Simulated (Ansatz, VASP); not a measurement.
**Cross-check of Pd between VASP and Ansatz**

Wanted: the spread between two codes on one cell, functional and k mesh. The structure shown is the end of the Ansatz relaxation below.

Method: plane waves, with VASP 6.6.1 beside it; single point at PBEsol, in Ansatz 0.2.0.

## Step 1: Starting point

It takes space group Fm-3m (No. 225, cubic). The conventional cell has a = 3.876 Å, b = 3.876 Å, c = 3.876 Å, α = 90.00°, β = 90.00°, γ = 90.00°. Pd has 12 Pd at 2.74 Å nearest.

## Step 2: Ansatz: relaxation, PBEsol

Ansatz runs on its PAW soft_1 files.

This run makes the geometry at which the two programs are then compared.

The input, input.yaml:

```yaml
crystal:
  lattice:
    - [2.740643, 0.0, 0.0]
    - [-1.3703215, 2.3734664607, 0.0]
    - [0.0, 0.0, 6.713177]
  atoms:
    - { symbol: Pd, position: [0.0, 0.0, 0.0] }
    - { symbol: Pd, position: [0.3333333, 0.6666667, 0.3333333] }
    - { symbol: Pd, position: [0.6666667, 0.3333333, 0.6666667] }
kpoints:
  mp_grid: { grid: [18, 18, 7] }
scf:
  occupations: { method: fermi_dirac, width: 0.05 }
hamiltonian:
  xc: pbesol
  pseudopotentials: { kind: paw, azcp: { folder: soft_1 }, xc_functional: pbe }
basis:
  ecutwfc: 600
output:
  forces: true
  stress: true
  write_density: true
  write_potential: true
  elf: true
  volumetric_format: npy
relax:
  f_tol: 0.005
  max_steps: 70
  cell: { stress_tol: 0.02, p_target: 0, fix: [a, b, alpha, beta, gamma] }
```

On the command line:

```
ansatz run input.yaml --threads 4 --pin off --max-ram 10240MiB --backend cpu --events-out ev --progress --plain --runs-dir out
```

Numbers of over 12 decimals in the logs are rounded to 6 here.

Output:

```text
Engine: ansatz 0.2.0, x86_64-unknown-linux-gnu
Pseudopotentials: kind: paw
Pseudopotential: Pd, paw, valence charge 18, recommended cutoff 420 eV (normal), soft_1/Pd.paw.azcp
Functional definition: PBEsol
  exchange = pbesol_x
  correlation = pbesol_c
Crystal: 3 atoms, lattice volume = 43.668 Å³
Basis set: ecut = 600 eV, 1515 PW (Γ), exchange–correlation on 48×48×108 points (8 copies of the dense FFT grid, shifted against one another)
Bands: 33, of which v1, the nominal top of the filled ones, is band 27 counted from 1 (26 counted from 0)
Symmetry: 36 space group operations
Space group: Fm-3m (ITA 225), of the structure as read, at distance tolerance 3.5e-5 Å
k-points: 229 of 2268
Non-local potential: Pd, projectors of the file, l = 0: 2, l = 1: 2, l = 2: 2, l = 3: 1
PAW form: soft (Blöchl's): semilocal exchange-correlation on the pseudo side does not see the compensation charge
PAW frozen core: Pd, regenerated for the run's functional, and the local potential with it (the file was generated under x = pbe(κ = 0.804, μ = 0.219515), c = pbe(β = 0.066725))
PAW one-centre angular grid: Pd, 590 points (default); XC on 64 Gauss nodes
Initial density: superposition of atomic densities (chi_scale 0.1, normalization cell)
Initial wavefunctions: pseudopotential atomic-orbital guess
Functional: x = pbesol(κ = 0.804, μ = 0.123457), c = pbesol(β = 0.046)
SCF iter   1: F=—  HF=-20723.504823 eV  |F-HF|=—  |Δ(HF+E_count)|=         —  Δρ=1.69e-1  dr2=1.24e1  ethr=3.10e-3  ⟨swp⟩=5.6  Hψ=27171  notcnv=0  defer=5
preconditioner: auto → Kerker (q_TF=auto, 2.827 Å⁻¹)  [metal: Δε(μ)=0.001 eV  Ē_g=9.161 eV  σ=0.050 eV  W_gap=0.01  n_scr=24 (ndim 8)  ℏωp=30.8 eV  f_vac=0.000  D(μ)=6.65/eV (n_scr^D=94)]
SCF iter   2: F=—  HF=-20720.861879 eV  |F-HF|=—  |Δ(HF+E_count)|=    2.64e0  Δρ=7.84e-2  dr2=2.69e0  ethr=3.10e-3  ⟨swp⟩=2.0  Hψ=14430  notcnv=0  defer=125
SCF iter   3: F=—  HF=-20720.144164 eV  |F-HF|=—  |Δ(HF+E_count)|=   7.18e-1  Δρ=1.43e-2  dr2=5.99e-2  ethr=3.10e-3  ⟨swp⟩=2.0  Hψ=12339  notcnv=0  defer=129
SCF iter   4: F=—  HF=-20720.142826 eV  |F-HF|=—  |Δ(HF+E_count)|=   1.34e-3  Δρ=2.60e-3  dr2=1.91e-3  ethr=1.11e-4  ⟨swp⟩=2.3  Hψ=11225  notcnv=0  defer=153
SCF iter   5: F=—  HF=-20720.143029 eV  |F-HF|=—  |Δ(HF+E_count)|=   2.03e-4  Δρ=5.05e-4  dr2=8.82e-5  ethr=3.54e-6  ⟨swp⟩=1.0  Hψ=7413  notcnv=0  defer=153
SCF iter   6: F=—  HF=-20720.143003 eV  |F-HF|=—  |Δ(HF+E_count)|=   2.56e-5  Δρ=1.68e-4  dr2=5.16e-6  ethr=1.63e-7  ⟨swp⟩=1.4  Hψ=9306  notcnv=0  defer=153
SCF iter   7: F=—  HF=-20720.143002 eV  |F-HF|=—  |Δ(HF+E_count)|=   8.40e-7  Δρ=3.65e-5  dr2=2.88e-7  ethr=9.55e-9  ⟨swp⟩=2.9  Hψ=14279  notcnv=0  defer=153
SCF iter   8: F=-20720.143002 eV  HF=-20720.143002 eV  |F-HF|=5.00e-9  |Δ(HF+E_count)|=   2.07e-8  Δρ=7.41e-6  dr2=1.14e-8  ethr=1.85e-10  ⟨swp⟩=6.5  Hψ=38334  notcnv=0
SCF 1 converged in 8 iterations: F = -20720.143002 eV  dr2 = 1.14e-8
  greatest PAW one-centre occupation: 0.999 electrons in one spin orbital (limit 2), on the Pd atom at site 2 (counted from 0), in its partial waves of l = 0
relax step   1: F+E_penalty+E_count = -20720.14300218 eV  Δ(F+E_penalty+E_count) = +0.000e0 eV  max|allowed force component| = 6.708e-29 eV/Å  Δτ_max = 0.0000 Å  P = -0.142 GPa  Ω = 43.668 Å³  fix = [a, b, alpha, beta, gamma]  reactions: a -0.183, b -0.183 GPa  (8 SCF iters, dr2 threshold 1.00e-7 eV, accepted)
[...]
relax step   2: F+E_penalty+E_count = -20720.14300472 eV  Δ(F+E_penalty+E_count) = -2.538e-6 eV  max|allowed force component| = 8.613e-29 eV/Å  Δτ_max = 0.0000 Å  P = -0.092 GPa  Ω = 43.658 Å³  energy of the carried Pulay correction = +1.061e-6 eV  fix = [a, b, alpha, beta, gamma]  reactions: a -0.146, b -0.146 GPa  (6 SCF iters, accepted)
[...]
relax step   3: F+E_penalty+E_count = -20720.14300383 eV  Δ(F+E_penalty+E_count) = +8.933e-7 eV  max|allowed force component| = 5.341e-29 eV/Å  Δτ_max = 0.0000 Å  P = -0.092 GPa  Ω = 43.658 Å³  fix = [a, b, alpha, beta, gamma]  reactions: a -0.146, b -0.146 GPa  stress off target by 1.46e-2 GPa on what of the cell is left free  SCF on the basis re-selected at this cell (its energy is not comparable with the rows above)  (7 SCF iters)
basis re-selected at this cell: Δ(F+E_penalty+E_count) = +8.933e-7 eV, ΔP = +0.000 GPa vs the last step (what re-selecting the basis moved, of the pressure what is left beyond the Pulay correction that the steps carried, after the strain that the cell walked since its last selection, with what the two solves' SCF thresholds leave and, on support functions, any second-order correction that the steps lacked; it is no m [...]
SCF converged after 7 iterations
Free energy (F): -20720.143004 eV
Harris-Foulkes:  -20720.143004 eV  (|F-HF|=3.64e-12)
Internal energy: -20720.088182 eV  (E = F + TS)
E sigma→0 (E₀):  -20720.115593 eV
Entropy (-TS):   -0.054822 eV (-18.274 meV/atom)
Fermi energy:    19.836130 eV
--- Per-component energies (eV) ---
  E_band       = -410.888042
  E_kinetic    = 1345.318571
  E_local      = -5441.898431  (includes V_loc(G=0)·N_el)
  E_nonlocal   = 1116.908237
  E_hartree    = 2186.169524
  E_xc         = -413.803081
  E_vxc        = -525.248319  (∫ρ·V_xc dr)
  E_paw        = -11234.620532  (= ΣΔE_a)
  E_vpaw       = -1278.307380  (= ΣTr[D̂ρ^β])
  E_aug_tail   = 0.000238  (compensation charges beyond the density's cutoff)
  E_ewald      = -8279.070282
  E_core_change = 0.907576  (= ΣΔE_core)
  E_smearing   = -0.054822  (= −TS)
  E_closure    = 0.000000  (closes the sum)
  Σ components = -20720.143004   (vs F -20720.143004, Δ=0.00e0)
--- Forces (eV/Å), atoms counted from 1 ---
  atom   1  Pd     0.00000000    -0.00000000     0.00000000
  atom   2  Pd     0.00000000     0.00000000     0.00000000
  atom   3  Pd    -0.00000000    -0.00000000     0.00000000
  max |Σ_I F_I| component: 2.28e-29 eV/Å
--- Stress (GPa, compression-positive) ---
       -0.145984      -0.000000      -0.000000
        0.000000      -0.145984       0.000000
       -0.000000       0.000000       0.014555
  P = ⅓ Tr σ = -0.0925 GPa (-0.925 kbar)
--- Band table (eV; the first three rows and the last of 229) ---
  k-point 0: bands = [... 23 lower, 17.9849, 18.5790, 18.5790, 19.1951, 19.1951, 19.1951, 19.1951, 31.3273, ... 2 higher]
  k-point 1: bands = [... 23 lower, 18.5641, 18.5641, 18.9128, 18.9128, 18.9540, 19.4675, 19.4675, 29.6649, ... 2 higher]
  k-point 2: bands = [... 23 lower, 18.5289, 18.5289, 18.6771, 18.6771, 19.6811, 19.6811, 19.9293, 28.2367, ... 2 higher]
  k-point 228: bands = [... 23 lower, 18.2862, 19.7044, 19.7044, 19.7044, 26.2301, 26.2301, 26.2301, 27.5550, ... 2 higher]
--- Relaxed structure (2 steps of the walk, 2 accepted, 1 SCFs on fresh bases) ---
  F+E_penalty+E_count = -20720.14300383 eV   max|allowed force component| = 5.341e-29 eV/Å   (the final SCF, on the basis selected at the relaxed cell)
  cell:  # Å, volume = 43.6576 Å³
    - [2.740643, 0, 0]
    - [-1.370321, 2.373466, 0]
    - [0, 0, 6.711568]
  atoms:
    - { symbol: Pd, position: [0, 0, 0] }
    - { symbol: Pd, position: [0.333333, 0.666667, 0.333333] }
    - { symbol: Pd, position: [0.666667, 0.333333, 0.666667] }
```

## Step 3: VASP: single point, PBEsol, pair 1

The same cell, functional, mesh and smearing now go to VASP, with its own data sets.

Lines of VASP's logs that name or quote its potential files are left out, and so is its time.

The input, INCAR:

```
SYSTEM = Pd
PREC = Accurate
ENCUT = 500
EDIFF = 1E-06
NELM = 120
ISMEAR = -1
SIGMA = 0.05
LREAL = .FALSE.
ALGO = Normal
GGA = PS
NBANDS = 21
LASPH = .TRUE.
LORBIT = 11
LWAVE = .FALSE.
LCHARG = .FALSE.
ISIF = 2
GGA_COMPAT = .FALSE.
KPAR = 2
```

The input, POSCAR:

```
Pd
1.0
    2.7406430000      0.0000000000      0.0000000000
   -1.3703215000      2.3734664607      0.0000000000
    0.0000000000      0.0000000000      6.7115682641
Pd
3
Direct
    0.0000000000      0.0000000000      0.0000000000
    0.3333333333      0.6666666667      0.3333333333
    0.6666666667      0.3333333333      0.6666666667
```

The input, KPOINTS:

```
Automatic mesh
0
Gamma
18 18 7
0 0 0
```

The projector-augmented-wave data sets are Pd (PBE family, release 64).

On the command line:

```
mpirun -np 2 vasp_std
```

Output:

```text
[banner, memory and clock lines left out]
running    2 mpi-ranks, on    1 nodes
 distrk:  each k-point on    1 cores,    2 groups
 distr:  one band on    1 cores,    1 groups

 POSCAR found type information on POSCAR Pd
 POSCAR found :  1 types and       3 ions
|                                                                             |
|               ----> ADVICE to this user running VASP <----                  |
|                                                                             |
|     You enforced a specific xc type in the INCAR file but a different       |
|     [... a line on the potential file left out ...]
|     I HOPE YOU KNOW WHAT YOU ARE DOING!                                     |
|                                                                             |

 LDA part: xc-table for (Slater+PW92), standard interpolation
 POSCAR, INCAR and KPOINTS ok, starting setup
 FFT: planning ... GRIDC
 FFT: planning ... GRID_SOFT
 FFT: planning ... GRID
 WAVECAR not read
 entering main loop
       N       E                     dE             d eps       ncg     rms          rms(c)
DAV:   1     0.181225789594E+03    0.18123E+03   -0.14798E+04  9618   0.135E+03
DAV:   2    -0.150992191941E+02   -0.19633E+03   -0.18498E+03  9936   0.309E+02
DAV:   3    -0.190483922896E+02   -0.39492E+01   -0.38935E+01 11128   0.485E+01
DAV:   4    -0.190808552178E+02   -0.32463E-01   -0.32444E-01 10898   0.423E+00
DAV:   5    -0.190813725929E+02   -0.51738E-03   -0.51737E-03 11243   0.588E-01    0.150E+01
DAV:   6    -0.179682453049E+02    0.11131E+01   -0.32354E+00 10748   0.158E+01    0.663E+00
DAV:   7    -0.179247072843E+02    0.43538E-01   -0.41136E-02 10906   0.148E+00    0.307E+00
DAV:   8    -0.179137748365E+02    0.10932E-01   -0.51513E-03 10448   0.566E-01    0.226E-01
DAV:   9    -0.179137271917E+02    0.47645E-04   -0.98850E-05 11293   0.805E-02    0.356E-02
DAV:  10    -0.179137412231E+02   -0.14031E-04   -0.96113E-06 10823   0.251E-02    0.363E-03
DAV:  11    -0.179137410062E+02    0.21691E-06   -0.20009E-07  6379   0.391E-03
   1 F= -.17913741E+02 E0= -.17886298E+02  d E =-.548867E-01
```

From OUTCAR (step 3):

```text
ion  position               nearest neighbor table
   1  0.000  0.000  0.000-   2 2.74   3 2.74   2 2.74   3 2.74   3 2.74   2 2.74
   2  0.333  0.667  0.333-   1 2.74   1 2.74   1 2.74   3 2.74   3 2.74   3 2.74
   3  0.667  0.333  0.667-   1 2.74   1 2.74   1 2.74   2 2.74   2 2.74   2 2.74

  LATTYP: Found a hexagonal cell.
 ALAT       =     2.7406430000
 C/A-ratio  =     2.4489027809

 Subroutine GETGRP returns: Found 12 space group operations
 (whereof 12 operations were pure point group operations)

The static configuration has the point symmetry D_3d.

 Found    229 irreducible k-points:

   k-points           NKPTS =    229   k-points in BZ     NKDIM =    229   number of bands    NBANDS=     21

   dimension x,y,z NGX =    20 NGY =   20 NGZ =   50
   dimension x,y,z NGXF=    40 NGYF=   40 NGZF=  100

   ENCUT  =  500.0 eV  36.75 Ry    6.06 a.u.   5.00  5.00 12.24*2*pi/ulx,y,z

   NELECT =      30.0000    total number of electrons

 k-points in reciprocal lattice and weights: Automatic mesh
   0.00000000  0.00000000  0.00000000       0.000
   0.05555556  0.00000000  0.00000000       0.003
   0.11111111  0.00000000  0.00000000       0.003
   0.16666667  0.00000000  0.00000000       0.003
   0.22222222  0.00000000  0.00000000       0.003
   0.27777778  0.00000000  0.00000000       0.003
   0.33333333  0.00000000  0.00000000       0.003
   0.38888889  0.00000000  0.00000000       0.003
   0.44444444  0.00000000  0.00000000       0.003
[...]
-0.27777778 -0.38888889  0.42857143       0.005
   0.33333333  0.33333333  0.42857143       0.002

 average (electrostatic) potential at core
       1 -70.3040       2 -70.3040       3 -70.3040

 E-fermi :   9.8560

 k-point     1 :       0.0000    0.0000    0.0000
  band No.  band energies     occupation
    ...
     14       8.6021      2.00000
     15       9.2158      1.99999
     16       9.2158      1.99999
     17       9.2158      1.99999
     18       9.2158      1.99999
     19      21.3633      0.00000
     20      21.3633      0.00000
     21      26.9827      0.00000

 k-point     2 :       0.0556    0.0000    0.0000
  band No.  band energies     occupation
    ...
     14       8.6047      2.00000
     15       9.0098      2.00000
     16       9.3700      1.99988
     17       9.4017      1.99977
     18       9.6918      1.92775
     19      21.4112      0.00000
     20      21.4171      0.00000
     21      27.0961      0.00000

 k-point     3 :       0.1111    0.0000    0.0000
  band No.  band energies     occupation
    ...
     13       8.4619      2.00000
     14       8.6226      2.00000
     15       8.7962      2.00000
     16       9.5604      1.99459
     17       9.8679      0.88168
     18      10.3880      0.00005
     19      21.5424      0.00000
     20      21.5891      0.00000
     21      26.9828      0.00000

  Total       -0.0942310     -0.0942310     -0.0511300      0.0000000      0.0000000      0.0000000
  in kB       -3.4581561     -3.4581561     -1.8764065      0.0000000      0.0000000      0.0000000
  external PRESSURE =      -2.9309062 kB  Pullay stress =       0.0000000 kB

  energy-cutoff  :      500.00
  volume of cell :       43.66
      direct lattice vectors                 reciprocal lattice vectors
     2.740643000  0.000000000  0.000000000     0.364877877  0.210662341  0.000000000
    -1.370321500  2.373466461  0.000000000     0.000000000  0.421324681  0.000000000
     0.000000000  0.000000000  6.711568264     0.000000000  0.000000000  0.148996473

 POSITION                                       TOTAL-FORCE (eV/Angst)
 -----------------------------------------------------------------------------------
      0.00000      0.00000      0.00000        -0.000000     -0.000000     -0.000000
     -0.00000      1.58231      2.23719         0.000000      0.000000      0.000000
      1.37032      0.79116      4.47438         0.000000     -0.000000     -0.000000
 -----------------------------------------------------------------------------------
    total drift:                               -0.000000      0.000000     -0.000000

  FREE ENERGIE OF THE ION-ELECTRON SYSTEM (eV)
  ---------------------------------------------------
  free  energy   TOTEN  =       -17.9137410062 eV

  energy  without entropy=      -17.8588542614  energy(sigma->0) =      -17.88629763

 total charge
# of ion       s       p       d       tot
------------------------------------------
    1        0.489   0.498   8.467   9.454
    2        0.489   0.498   8.467   9.454
    3        0.489   0.498   8.467   9.454
--------------------------------------------------
tot          1.468   1.494  25.400  28.362

[... 3 further parts left out ...]
```

The run ends at a pressure of -0.29 GPa.

## Step 4: Comparison

Known differences besides the potentials themselves: the data sets hold 54 valence electrons in Ansatz (on its PAW soft_1 files) and 30 in VASP; the cutoff is 600 eV in Ansatz and 500 eV in VASP; Ansatz makes its cores anew for this functional, VASP keeps those of its PBE data sets; Ansatz's pressure holds a Pulay correction, VASP's none. Total energies have different zeros and are not compared.

Both answers:

```
      quantity  Ansatz   VASP  difference
pressure (GPa)   -0.09  -0.29       +0.20
```

## Step 5: Ansatz: relaxation, PBEsol

This run makes the geometry at which the two programs are then compared. The cell compared in this pair holds 42.77 Å³, against 43.66 Å³ for the pair before.

The structure compared here is the end of the Ansatz relaxation.

Edit input.yaml of step 2 so:

```diff
@@ -2,5 +2,5 @@
   lattice:
-    - [2.740643, 0.0, 0.0]
-    - [-1.3703215, 2.3734664607, 0.0]
-    - [0.0, 0.0, 6.713177]
+    - [2.68583014, 0.0, 0.0]
+    - [-1.34291507, 2.3259971315, 0.0]
+    - [0.0, 0.0, 6.793735124]
   atoms:
```

On the command line:

```
ansatz run input.yaml --threads 4 --pin off --max-ram 10240MiB --backend cpu --events-out ev --progress --plain --runs-dir out
```

Output:

```text
[...]
Crystal: 3 atoms, lattice volume = 42.442 Å³
Basis set: ecut = 600 eV, 1455 PW (Γ), exchange–correlation on 48×48×120 points (8 copies of the dense FFT grid, shifted against one another)
Bands: 33, of which v1, the nominal top of the filled ones, is band 27 counted from 1 (26 counted from 0)
Symmetry: 36 space group operations
[...]
k-points: 229 of 2268
[...]
--- Relaxed structure (3 steps of the walk, 3 accepted, 1 SCFs on fresh bases) ---
[...]
cell:  # Å, volume = 42.7734 Å³
    - [2.685830, 0, 0]
    - [-1.342915, 2.325997, 0]
    - [0, 0, 6.846773]
  atoms:
    - { symbol: Pd, position: [0, 0, 0] }
    - { symbol: Pd, position: [0.333333, 0.666667, 0.333333] }
    - { symbol: Pd, position: [0.666667, 0.333333, 0.666667] }
[key lines of the parts left out:]
SCF converged after 8 iterations
Free energy (F): -20720.107692 eV
Fermi energy:    20.393528 eV
P = ⅓ Tr σ = 4.6612 GPa (46.612 kbar)
```

## Step 6: VASP: single point, PBEsol, pair 2

The same cell, functional, mesh and smearing now go to VASP, with its own data sets.

INCAR is that of step 3.

The input, POSCAR:

```
Pd
1.0
    2.6858301400      0.0000000000      0.0000000000
   -1.3429150700      2.3259971315      0.0000000000
    0.0000000000      0.0000000000      6.8467725671
Pd
3
Direct
    0.0000000000      0.0000000000      0.0000000000
    0.3333333333      0.6666666667      0.3333333333
    0.6666666667      0.3333333333      0.6666666667
```

KPOINTS is that of step 3.

On the command line:

```
mpirun -np 2 vasp_std
```

Output:

```text
[banner, memory and clock lines left out]
running    2 mpi-ranks, on    1 nodes
[...]
[... a notice as in an earlier step ...]

 LDA part: xc-table for (Slater+PW92), standard interpolation
 POSCAR, INCAR and KPOINTS ok, starting setup
[...]
entering main loop
       N       E                     dE             d eps       ncg     rms          rms(c)
DAV:   1     0.182731453282E+03    0.18273E+03   -0.14836E+04  9618   0.135E+03
DAV:   2    -0.150811139340E+02   -0.19781E+03   -0.18657E+03  9992   0.311E+02
DAV:   3    -0.190265137197E+02   -0.39454E+01   -0.38912E+01 11091   0.491E+01
DAV:   4    -0.190576725915E+02   -0.31159E-01   -0.31152E-01 11033   0.418E+00
[...]
DAV:   9    -0.178794506641E+02    0.75590E-04   -0.13296E-04 11348   0.972E-02    0.529E-02
DAV:  10    -0.178794640002E+02   -0.13336E-04   -0.11720E-05 10828   0.275E-02    0.906E-03
DAV:  11    -0.178794634888E+02    0.51144E-06   -0.33237E-07  6654   0.497E-03
   1 F= -.17879463E+02 E0= -.17854233E+02  d E =-.504619E-01
```

(Continued in part 2 of 2.)

[Lines on the potential files, build, host, timing and source positions are cut from VASP's logs without a mark.]

[Logs are printed without paths, hosts, clocks, repeated set-up lines and the standing remarks that a program may print on its own settings, such as how far it seeks lower states.]

[Hosts, paths, dates, database ids (printed as entryN), source tags and the programs' standing remarks are cut or masked in the printed files.]
